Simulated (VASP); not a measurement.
# TePt: structure and properties in VASP, part 2 of 6

Aim: relax TePt with PBEsol, compute its properties on that cell and hold them against experiment. The start is a cell from a database of measured crystal structures.

VASP 6.6.1; PBEsol; plane waves and PAW (Te, Pt).

Still holding for the runs below: The k-mesh is coarse for a metal.

So far. Step 2 (Full relaxation (PBEsol)): It ends with a largest force of 0.009 eV/Å and a pressure of 0.03 GPa. The volume lies -0.9 % from that of the database's start, which holds the thermal and zero-point expansion of its experiment.

The database entry behind the starting cell differs from later determinations by our own check (c about 0.8 % long), so it need not match the best structure at ambient conditions.

**3. Density, ELF and potential (PBEsol)**

The relaxed cell gets a fresh self-consistent run, on a basis set for its own volume, to fix the density and to check the remaining stress.

Contents of INCAR:

```
SYSTEM = TePt
PREC = Accurate
ENCUT = 400
EDIFF = 1E-06
NELM = 100
ISMEAR = 0
SIGMA = 0.05
LREAL = .FALSE.
ALGO = Normal
GGA = PS
NBANDS = 22
LASPH = .TRUE.
LORBIT = 11
LWAVE = .FALSE.
LCHARG = .TRUE.
ISIF = 2
LELF = .TRUE.
LVHAR = .TRUE.
```

Contents of POSCAR:

```
TePt
1.0
    1.9772619222      1.1415727030      6.6267833343
   -1.9772619222      1.1415727030      6.6267833343
    0.0000000000     -2.2831454061      6.6267833343
Te Pt
2 2
Direct
    0.5987281417      0.5987281417      0.5987281417
    0.4012718583      0.4012718583      0.4012718583
    0.8700474103      0.8700474103      0.8700474103
    0.1299525897      0.1299525897      0.1299525897
```

Contents of KPOINTS:

```
Automatic mesh
0
Gamma
7 7 7
0 0 0
```

The projector-augmented-wave data sets are Te and Pt (PBE family, release 64).

Launch:

```
> mpirun -np 4 vasp_std
```

The log of the run:

```text
[banner, memory and clock lines left out]
running    4 mpi-ranks, on    1 nodes
 distrk:  each k-point on    4 cores,    1 groups
 distr:  one band on    1 cores,    4 groups

 POSCAR found type information on POSCAR TePt
 POSCAR found :  2 types and       4 ions
 [... a notice as in an earlier step ...]

 LDA part: xc-table for (Slater+PW92), standard interpolation
|                                                                             |
|           W    W    AA    RRRRR   N    N  II  N    N   GGGG   !!!           |
|           W    W   A  A   R    R  NN   N  II  NN   N  G    G  !!!           |
|           W    W  A    A  R    R  N N  N  II  N N  N  G       !!!           |
|           W WW W  AAAAAA  RRRRR   N  N N  II  N  N N  G  GGG   !            |
|           WW  WW  A    A  R   R   N   NN  II  N   NN  G    G                |
|           W    W  A    A  R    R  N    N  II  N    N   GGGG   !!!           |
|                                                                             |
|     The number of bands has been changed from the values supplied in        |
|     The orbitals not found in the WAVECAR file will be initialized with     |
|     random numbers, which is usually adequate. For correlated               |
|     calculations, however, you should redo the groundstate calculation.     |
|     I found NBANDS = 22. Now, NBANDS = 24.                                  |
|                                                                             |

 POSCAR, INCAR and KPOINTS ok, starting setup
 FFT: planning ... GRIDC
 FFT: planning ... GRID_SOFT
 FFT: planning ... GRID
 WAVECAR not read
 entering main loop
       N       E                     dE             d eps       ncg     rms          rms(c)
DAV:   1     0.135477511905E+03    0.13548E+03   -0.12059E+04  2112   0.957E+02
DAV:   2    -0.175710489176E+02   -0.15305E+03   -0.14153E+03  2552   0.202E+02
DAV:   3    -0.230552153192E+02   -0.54842E+01   -0.54249E+01  2560   0.389E+01
DAV:   4    -0.231246307235E+02   -0.69415E-01   -0.69401E-01  2608   0.480E+00
DAV:   5    -0.231257536080E+02   -0.11229E-02   -0.11228E-02  2592   0.560E-01    0.166E+01
DAV:   6    -0.225294808916E+02    0.59627E+00   -0.17782E+00  2320   0.106E+01    0.935E+00
DAV:   7    -0.224110468184E+02    0.11843E+00   -0.31629E-01  2240   0.517E+00    0.321E+00
DAV:   8    -0.223639491785E+02    0.47098E-01   -0.12434E-01  2304   0.292E+00    0.108E+00
DAV:   9    -0.223635762878E+02    0.37289E-03   -0.12081E-02  2472   0.633E-01    0.377E-01
DAV:  10    -0.223629934149E+02    0.58287E-03   -0.28347E-03  2440   0.350E-01    0.125E-01
DAV:  11    -0.223629543751E+02    0.39040E-04   -0.14007E-04  2424   0.640E-02    0.567E-02
DAV:  12    -0.223629525083E+02    0.18669E-05   -0.12977E-05  2592   0.244E-02    0.413E-02
DAV:  13    -0.223629510589E+02    0.14494E-05   -0.37961E-06  2352   0.145E-02    0.113E-02
DAV:  14    -0.223629507539E+02    0.30497E-06   -0.87661E-07  1208   0.563E-03
   1 F= -.22362951E+02 E0= -.22361654E+02  d E =-.259345E-02
```

It took 33 s on 4 MPI ranks of AMD EPYC 9R45, shared host; peak memory 0.69 GiB.

Parts of OUTCAR (step 3):

```text
  LATTYP: Found a trigonal (rhomboedric) cell.
 ALAT       =     7.0090662934
 COS(alpha) =     0.8408384844

The static configuration has the point symmetry D_3d.

 Found     44 irreducible k-points:

   k-points           NKPTS =     44   k-points in BZ     NKDIM =     44   number of bands    NBANDS=     24

   ENCUT  =  400.0 eV  29.40 Ry    5.42 a.u.  11.43 11.43 11.43*2*pi/ulx,y,z

   NELECT =      32.0000    total number of electrons

 E-fermi :   8.3682

 k-point     1 :       0.0000    0.0000    0.0000
  band No.  band energies     occupation
    ...
      9       5.3666      2.00000
     10       5.3666      2.00000
     11       6.4713      2.00000
     12       6.4713      2.00000
     13       6.6924      2.00000
     14       9.0641      0.00000
     15       9.0641      0.00000
     16       9.3080      0.00000
     17       9.6500      0.00000
     18      11.3003      0.00000
    ...

 k-point     2 :       0.1429   -0.0000   -0.0000
  band No.  band energies     occupation
    ...
     10       5.0718      2.00000
     11       6.4237      2.00000
     12       6.4760      2.00000
     13       6.7514      2.00000
     14       7.6258      2.00000
     15       8.9632      0.00000
     16       9.4128      0.00000
     17      10.0016      0.00000
     18      10.7641      0.00000
     19      10.8611      0.00000
    ...

  Total        0.0133153      0.0133153      0.0019591      0.0000000     -0.0000000      0.0000000
  in kB        0.2377050      0.2377050      0.0349739      0.0000000     -0.0000000      0.0000000
  external PRESSURE =       0.1701279 kB  Pullay stress =       0.0000000 kB

 POSITION                                       TOTAL-FORCE (eV/Angst)
 -----------------------------------------------------------------------------------
      0.00000     -0.00000     11.90293         0.000000     -0.000000      0.008780
      0.00000     -0.00000      7.97742         0.000000      0.000000     -0.008780
      0.00000     -0.00000     17.29685         0.000000      0.000000     -0.006535
      0.00000     -0.00000      2.58350         0.000000     -0.000000      0.006535
 -----------------------------------------------------------------------------------
    total drift:                                0.000000     -0.000000      0.000000

  FREE ENERGIE OF THE ION-ELECTRON SYSTEM (eV)
  ---------------------------------------------------
  free  energy   TOTEN  =       -22.3629507539 eV

  energy  without entropy=      -22.3603572995  energy(sigma->0) =      -22.36165403

[... 4 parts as in an earlier step ...]

[... 7 further parts left out ...]
```

This step gave:

```yaml
scf_cycles: 14
bands: 24
pressure: 0.01701 GPa
```

Valence electrons inside each PAW sphere by angular momentum. Sphere charges, by row:

```
atom  s (e)  p (e)  d (e)  tot (e)
 Te1  1.392  1.846  0.091    3.328
 Te2  1.392  1.846  0.091    3.328
 Pt3  0.685  0.595  8.138    9.418
 Pt4  0.685  0.595  8.138    9.418
```

ELF in the ac plane of the conventional cell at fractional y = 0.333, with atoms of Te and Pt within 0.2 Å of it. It is the smooth field of the valence electrons, not physical close to the nuclei.

Ten even steps from '0' (0.03) to '9' (0.88), each cell a mean:
```
21002589999986
53224799877898
33333567777775
33333222222222
33333223333332
43334578777876
52124799878998
21012468999975
45554211222112
67776520000024
45554321000123
23332222333222
22222331000133
45555432211234
67776532333234
34443210000001
35554210000012
67776533333334
44444432101233
22222332000133
33333222222222
55655421000123
67776420000024
34443222344322
```
Columns run along a (4.0 Å), rows up along c (19.9 Å), edges of the conventional cell, whose origin can differ from the input's. Atoms in or near the plane, at fractional coordinates: Te at (0.67, 0.93), Te at (0.67, 0.73), Pt at (0.67, 0.20), Pt at (0.67, 0.46).

Valence density in the ac plane of the conventional cell at fractional y = 0.333, with atoms of Te and Pt within 0.2 Å of it. It is the smooth field of the valence electrons, not physical close to the nuclei.

Values in e/Å³, 24 rows by 14 columns, each cell a mean:
```
 0.1  0.1  0.1  0.1  0.1  0.2  0.3  0.4  0.4  0.4  0.4  0.4  0.3  0.2
 0.2  0.2  0.1  0.1  0.2  0.3  0.5  0.4  0.1 -0.2  0.0  0.4  0.5  0.4
 0.3  0.3  0.3  0.3  0.3  0.3  0.4  0.4  0.4  0.3  0.4  0.4  0.4  0.3
 0.3  0.4  0.4  0.4  0.3  0.2  0.2  0.1  0.1  0.1  0.1  0.1  0.2  0.2
 0.3  0.4  0.4  0.4  0.3  0.2  0.2  0.2  0.2  0.2  0.2  0.2  0.2  0.2
 0.3  0.3  0.3  0.3  0.3  0.3  0.4  0.5  0.3  0.3  0.3  0.4  0.4  0.4
 0.2  0.1  0.1  0.1  0.2  0.3  0.5  0.4  0.1 -0.1  0.0  0.4  0.5  0.4
 0.1  0.1  0.1  0.1  0.1  0.1  0.2  0.3  0.4  0.4  0.4  0.3  0.3  0.2
 0.1  0.2  0.2  0.2  0.1  0.1  0.1  0.1  0.1  0.1  0.1  0.1  0.1  0.1
 0.3  0.4  0.4  0.4  0.3  0.2  0.1  0.1  0.0  0.0  0.0  0.1  0.1  0.2
 0.3  0.5  0.5  0.5  0.4  0.2  0.2  0.1  0.1  0.1  0.1  0.1  0.1  0.2
 0.3  0.3  0.4  0.3  0.3  0.3  0.3  0.4  0.6  0.7  0.7  0.5  0.3  0.3
 0.3  0.2  0.2  0.2  0.2  0.4  0.8  1.7  2.5  3.1  2.7  1.9  1.1  0.5
 0.3  0.3  0.2  0.3  0.3  0.4  0.6  1.2  1.7  2.0  1.8  1.3  0.7  0.4
 0.2  0.3  0.3  0.3  0.2  0.2  0.2  0.2  0.2  0.2  0.2  0.2  0.2  0.2
 0.1  0.1  0.2  0.1  0.1  0.1  0.1  0.0  0.0  0.0  0.0  0.0  0.1  0.1
 0.1  0.2  0.2  0.2  0.1  0.1  0.1  0.1  0.0  0.0  0.0  0.1  0.1  0.1
 0.3  0.3  0.3  0.3  0.3  0.2  0.2  0.3  0.4  0.4  0.4  0.3  0.3  0.2
 0.3  0.2  0.2  0.2  0.3  0.4  0.7  1.4  2.1  2.6  2.3  1.6  0.9  0.5
 0.2  0.2  0.2  0.2  0.2  0.4  0.7  1.5  2.2  2.7  2.4  1.6  0.9  0.4
 0.3  0.4  0.4  0.4  0.3  0.3  0.2  0.3  0.4  0.4  0.4  0.3  0.3  0.2
 0.3  0.5  0.5  0.5  0.4  0.2  0.2  0.1  0.1  0.1  0.1  0.1  0.1  0.2
 0.2  0.3  0.4  0.3  0.3  0.2  0.1  0.1  0.0  0.0  0.0  0.1  0.1  0.2
 0.1  0.1  0.1  0.1  0.1  0.1  0.1  0.1  0.1  0.1  0.1  0.1  0.1  0.1
```
Columns run along a (4.0 Å), rows up along c (19.9 Å), edges of the conventional cell, whose origin can differ from the input's. Atoms in or near the plane, at fractional coordinates: Te at (0.67, 0.93), Te at (0.67, 0.73), Pt at (0.67, 0.20), Pt at (0.67, 0.46).

Electrostatic potential energy in the ac plane of the conventional cell at fractional y = 0.333, with atoms of Te and Pt within 0.2 Å of it. With pseudopotentials it is smooth inside the atoms' cores, unlike the true potential.

Values in eV, 24 rows by 14 columns, each cell a mean:
```
  2   3   3   3   2   0  -5 -20 -33 -39 -36 -23  -9  -1
 -1   2   3   2   0  -6 -29 -68 -75 -75 -75 -70 -41  -9
  0   0  -1   0   0  -2  -7 -24 -38 -44 -41 -27 -11  -3
  0  -1  -2  -1   0   1   2   2   2   1   1   2   2   2
  0  -1  -2  -1   0   1   1   1   0  -1  -1   1   1   1
 -1   0   0   0   0  -3 -12 -36 -52 -57 -54 -41 -18  -4
  0   2   3   3   0  -5 -26 -64 -73 -74 -74 -67 -37  -8
  2   3   3   3   3   1  -2 -10 -19 -24 -21 -12  -4   0
  1   0   0   0   1   2   3   3   3   3   3   3   3   2
 -2  -4  -5  -5  -3   0   2   3   4   4   4   3   2   0
 -1  -3  -4  -4  -2   1   2   3   4   4   4   4   3   1
  1   0  -1   0   1   1   0  -5 -10 -13 -12  -6  -1   1
  1   2   2   2   1  -3 -19 -45 -60 -66 -63 -49 -26  -5
 -1  -2  -2  -2  -1  -2 -10 -28 -41 -47 -44 -31 -14  -3
 -2  -4  -5  -4  -2   0   1   2   1   1   1   2   2   0
  2   1   1   1   2   3   3   4   4   4   4   4   4   3
  1   0   0   0   1   2   3   4   4   4   4   4   3   2
 -2  -4  -5  -5  -3  -1   1   0  -3  -4  -3  -1   1   0
 -1   0  -1   0   0  -3 -14 -37 -52 -57 -54 -40 -20  -4
  1   2   2   2   1  -2 -15 -38 -53 -59 -56 -42 -21  -4
  0  -1  -2  -1   0   1   1  -1  -4  -5  -4  -1   1   1
 -2  -4  -5  -4  -2   0   2   3   4   4   4   4   3   1
 -2  -4  -5  -4  -2   0   2   3   4   4   4   3   2   1
  2   1   1   1   2   2   3   2   2   2   2   2   3   2
```
Columns run along a (4.0 Å; values clipped at the 3rd and 97th percentile), rows up along c (19.9 Å), edges of the conventional cell, whose origin can differ from the input's. Atoms in or near the plane, at fractional coordinates: Te at (0.67, 0.93), Te at (0.67, 0.73), Pt at (0.67, 0.20), Pt at (0.67, 0.46).

In this run the pressure is 0.02 GPa, small enough to go on.

**4. Bands along the symmetry lines (PBEsol)**

Levels along the symmetry lines show where the bands peak and cross; KPOINTS_OPT computes them in the converged potential.

Contents of INCAR:

```
SYSTEM = TePt
PREC = Accurate
ENCUT = 400
EDIFF = 1E-06
NELM = 100
ISMEAR = 0
SIGMA = 0.05
LREAL = .FALSE.
ALGO = Normal
GGA = PS
NBANDS = 30
LASPH = .TRUE.
LORBIT = 11
LWAVE = .FALSE.
LCHARG = .FALSE.
KPAR = 4
```

POSCAR is that of step 3.

KPOINTS is that of step 3.

Contents of KPOINTS_OPT:

```
Line mode
16
Line-mode
Reciprocal
  0.00000000   0.00000000   0.00000000 GAMMA
  0.50000000   0.00000000   0.00000000 L

  0.50000000   0.00000000   0.00000000 L
  0.50000000   0.18645050  -0.18645050 B1

  0.81354950   0.50000000   0.18645050 B
  0.50000000   0.50000000   0.50000000 Z

  0.50000000   0.50000000   0.50000000 Z
  0.00000000   0.00000000   0.00000000 GAMMA

  0.00000000   0.00000000   0.00000000 GAMMA
  0.34322525   0.00000000  -0.34322525 X

  0.65677475   0.34322525   0.00000000 Q
  0.50000000   0.50000000   0.00000000 F

  0.50000000   0.50000000   0.00000000 F
  0.65677475   0.65677475   0.18645050 P1

  0.65677475   0.65677475   0.18645050 P1
  0.50000000   0.50000000   0.50000000 Z

  0.50000000   0.00000000   0.00000000 L
  0.81354950   0.34322525   0.34322525 P
```

Launch:

```
> mpirun -np 4 vasp_std
```

The log of the run:

```text
[banner, memory and clock lines left out]
running    4 mpi-ranks, on    1 nodes
 distrk:  each k-point on    1 cores,    4 groups
 distr:  one band on    1 cores,    1 groups

 POSCAR found type information on POSCAR TePt
 POSCAR found :  2 types and       4 ions
 [... a notice as in an earlier step ...]

 LDA part: xc-table for (Slater+PW92), standard interpolation
 POSCAR, INCAR and KPOINTS ok, starting setup
 FFT: planning ... GRIDC
 FFT: planning ... GRID_SOFT
 FFT: planning ... GRID
 WAVECAR not read
 entering main loop
       N       E                     dE             d eps       ncg     rms          rms(c)
DAV:   1     0.134619767704E+03    0.13462E+03   -0.11701E+04  2640   0.765E+02
DAV:   2    -0.172055129786E+02   -0.15183E+03   -0.14057E+03  2992   0.178E+02
DAV:   3    -0.230587006456E+02   -0.58532E+01   -0.57770E+01  3258   0.335E+01
DAV:   4    -0.231241960314E+02   -0.65495E-01   -0.65478E-01  3056   0.396E+00
DAV:   5    -0.231257404141E+02   -0.15444E-02   -0.15444E-02  3122   0.591E-01    0.166E+01
DAV:   6    -0.225309706013E+02    0.59477E+00   -0.13800E+00  3042   0.844E+00    0.935E+00
DAV:   7    -0.224136765858E+02    0.11729E+00   -0.18877E-01  2882   0.415E+00    0.332E+00
DAV:   8    -0.223637500948E+02    0.49926E-01   -0.10528E-01  2976   0.247E+00    0.971E-01
DAV:   9    -0.223634879460E+02    0.26215E-03   -0.10323E-02  3072   0.482E-01    0.279E-01
DAV:  10    -0.223629991854E+02    0.48876E-03   -0.16305E-03  3058   0.234E-01    0.159E-01
DAV:  11    -0.223629519853E+02    0.47200E-04   -0.11871E-04  3074   0.502E-02    0.654E-02
DAV:  12    -0.223629508871E+02    0.10982E-05   -0.10964E-05  3082   0.189E-02    0.339E-02
DAV:  13    -0.223629508104E+02    0.76688E-07   -0.12896E-06  2342   0.663E-03
   1 F= -.22362951E+02 E0= -.22361654E+02  d E =-.259356E-02
 Start KPOINTS_OPT (optional k-point list driver)
k-point batch [1-44\144]
       N       E                     dE             ncg
DAV:   1     0.123872859112E+05   -0.17731E+05     2640
DAV:   2     0.576474568103E+04   -0.66225E+04     3072
DAV:   3     0.551555063755E+04   -0.24920E+03     3154
DAV:   4     0.551246205047E+04   -0.30886E+01     3054
DAV:   5     0.551238678802E+04   -0.75262E-01     3212
DAV:   6     0.551238415920E+04   -0.26288E-02     3068
DAV:   7     0.551238405303E+04   -0.10617E-03     3220
DAV:   8     0.551238404851E+04   -0.45205E-05     2456
DAV:   9     0.551238404830E+04   -0.20226E-06     2000
[...]
k-point batch [133-144\144]
       N       E                     dE             ncg
DAV:   1     0.261566677513E+05   -0.72655E+04      720
DAV:   2     0.243713641605E+05   -0.17853E+04      832
DAV:   3     0.243103336319E+05   -0.61031E+02      890
DAV:   4     0.243095812634E+05   -0.75237E+00      888
DAV:   5     0.243095650114E+05   -0.16252E-01      868
DAV:   6     0.243095644408E+05   -0.57058E-03      920
DAV:   7     0.243095644223E+05   -0.18445E-04      850
DAV:   8     0.243095644216E+05   -0.76328E-06      674
```

The job ended after 1.7 min (4 MPI ranks; peak memory 1.4 GiB).

From OUTCAR (step 4):

```text
The static configuration has the point symmetry D_3d.

 Found     44 irreducible k-points:

   k-points           NKPTS =     44   k-points in BZ     NKDIM =     44   number of bands    NBANDS=     30

   NELECT =      32.0000    total number of electrons

 E-fermi :   8.3682

 k-point     1 :       0.0000    0.0000    0.0000
  band No.  band energies     occupation
    ...
      9       5.3665      2.00000
     10       5.3665      2.00000
     11       6.4711      2.00000
     12       6.4711      2.00000
     13       6.6922      2.00000
     14       9.0641      0.00000
     15       9.0641      0.00000
     16       9.3080      0.00000
     17       9.6499      0.00000
     18      11.3003      0.00000
    ...

 k-point     2 :       0.1429   -0.0000   -0.0000
  band No.  band energies     occupation
    ...
     10       5.0717      2.00000
     11       6.4236      2.00000
     12       6.4759      2.00000
     13       6.7513      2.00000
     14       7.6258      2.00000
     15       8.9632      0.00000
     16       9.4128      0.00000
     17      10.0016      0.00000
     18      10.7640      0.00000
     19      10.8611      0.00000
    ...

  Total        0.0163875      0.0163875      0.0055228      0.0000000     -0.0000000      0.0000000
  in kB        0.2925508      0.2925508      0.0985941      0.0000000     -0.0000000      0.0000000
  external PRESSURE =       0.2278986 kB  Pullay stress =       0.0000000 kB

 POSITION                                       TOTAL-FORCE (eV/Angst)
 -----------------------------------------------------------------------------------
      0.00000     -0.00000     11.90293         0.000000     -0.000000      0.008970
      0.00000     -0.00000      7.97742         0.000000      0.000000     -0.008970
      0.00000     -0.00000     17.29685         0.000000      0.000000     -0.006167
      0.00000     -0.00000      2.58350         0.000000     -0.000000      0.006167
 -----------------------------------------------------------------------------------
    total drift:                                0.000000     -0.000000      0.000000

  FREE ENERGIE OF THE ION-ELECTRON SYSTEM (eV)
  ---------------------------------------------------
  free  energy   TOTEN  =       -22.3629508104 eV

  energy  without entropy=      -22.3603572471  energy(sigma->0) =      -22.36165403

[... 8 parts as in an earlier step ...]

[... 5 further parts left out ...]
```

Spin-orbit coupling is off here; with elements this heavy it splits and shifts levels by tenths of an eV or more.

This step gave:

```yaml
scf_cycles: 13
bands: 30
pressure: 0.02279 GPa
```

Electronic bands along the path, in eV, zero at the Fermi level; # counts the bands kept, so #1 is VASP's band 3:

```csv
point,#11,#12,#13,#14,#15,#16,#17,#18
Γ,-1.68,0.70,0.70,0.94,1.28,2.93,2.93,4.64
0.53 of the way,-1.85,-1.66,-0.72,0.30,1.24,1.65,3.40,4.28
L,-2.45,-1.94,-1.78,-0.99,0.38,1.37,2.01,3.84
0.53 of the way,-2.35,-1.83,-1.62,-1.50,-1.05,1.58,3.02,5.53
B1,-2.29,-2.00,-1.22,-1.19,-0.30,1.20,3.41,3.45
jump to B,-2.29,-2.00,-1.22,-1.19,-0.30,1.20,3.41,3.45
0.47 of the way,-1.73,-1.59,-0.70,-0.34,1.39,1.44,2.58,4.32
Z,-1.62,-1.61,1.30,1.30,1.97,1.97,3.60,4.60
0.47 of the way,-1.67,-0.77,0.94,0.94,2.48,2.48,2.80,4.47
Γ,-1.68,0.70,0.70,0.94,1.28,2.93,2.93,4.64
0.53 of the way,-1.74,-1.74,-0.84,-0.74,-0.08,2.52,4.06,5.57
X,-2.26,-2.01,-1.47,-0.73,-0.67,1.26,3.09,4.14
jump to Q,-2.26,-2.01,-1.47,-0.73,-0.67,1.26,3.09,4.14
0.47 of the way,-2.33,-2.11,-1.69,-0.67,-0.15,1.45,3.72,3.96
F,-2.42,-1.73,-1.73,-1.33,-1.10,2.64,3.93,4.83
0.47 of the way,-2.38,-1.72,-1.68,-1.38,-1.01,2.57,3.57,4.84
P1,-2.25,-1.72,-1.55,-1.48,-0.79,2.35,2.88,4.82
0.47 of the way,-1.76,-1.41,-0.39,-0.18,0.42,2.52,2.65,4.92
Z,-1.62,-1.61,1.30,1.30,1.97,1.97,3.60,4.60
jump to L,-2.45,-1.94,-1.78,-0.99,0.38,1.37,2.01,3.84
0.53 of the way,-2.34,-1.89,-1.72,-1.24,-0.03,1.75,2.23,4.26
P,-2.25,-1.72,-1.55,-1.48,-0.79,2.35,2.88,4.82
```

Of the projections kept (Te, Pt), the largest for each band there; the rest of the weight can lie on other orbitals:

```csv
point,#11,#12,#13,#14,#15,#16,#17,#18
Γ,Pt 0.95,Te 0.64,Te 0.64,Te 0.65,Te 0.51,Te 0.51,Te 0.51,Te 0.74
L,Pt 0.98,Pt 0.85,Pt 0.97,Te 0.53,Te 0.62,Pt 0.66,Pt 0.78,Pt 0.68
B1,Pt 0.93,Pt 0.90,Pt 0.80,Pt 0.79,Pt 0.64,Pt 0.76,Pt 0.66,Pt 0.65
B,Pt 0.93,Pt 0.90,Pt 0.80,Pt 0.79,Pt 0.64,Pt 0.76,Pt 0.66,Pt 0.65
Z,Pt 0.92,Pt 0.69,Te 0.64,Te 0.64,Te 0.52,Te 0.52,Te 0.63,Te 0.51
Γ,Pt 0.95,Te 0.64,Te 0.64,Te 0.65,Te 0.51,Te 0.51,Te 0.51,Te 0.74
```

There is no gap at this level.

(Continued in part 3 of 6.)

[Lines on the potential files, build, host, timing and source positions are cut from VASP's logs without a mark.]

[Logs are printed without paths, hosts, clocks, repeated set-up lines and the standing remarks that a program may print on its own settings, such as how far it seeks lower states.]

[Hosts, paths, dates, database ids (printed as entryN), source tags and the programs' standing remarks are cut or masked in the printed files.]

[A measured line is paired with the nearest computed mode of its activity, which favours agreement.]
